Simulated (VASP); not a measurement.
Cost and result of VASP (PAW) for the lattice constant a of Os (hcp). Static lattice. The cost counts the five points of the equation of state, each on the mesh and cut-off of its row, so the ratios hold those differences too. With PBE it took about 2 core-minutes. The timings are rough (shared machines, no repeats); factors under 2 mean little.

```csv
level,k-mesh,cut-off (eV),lattice constant a (Å),cost over PBE
LDA,15×15×9,520,2.717,within a factor of 2
PBEsol,15×15×9,520,2.728,within a factor of 2
PBE,15×15×9,520,2.753,reference
r2SCAN,15×15×9,520,2.738,about 6 times
SCAN,15×15×9,520,___,___
```

Task: Complete the blanks.

Result: 
- SCAN, lattice constant a (Å): 2.715
- SCAN, cost over PBE: about 8 times

Left out are levels that failed, ran on another kind of processor or have no fit band path; at most nine are shown.

The compound is Os in the hcp structure.
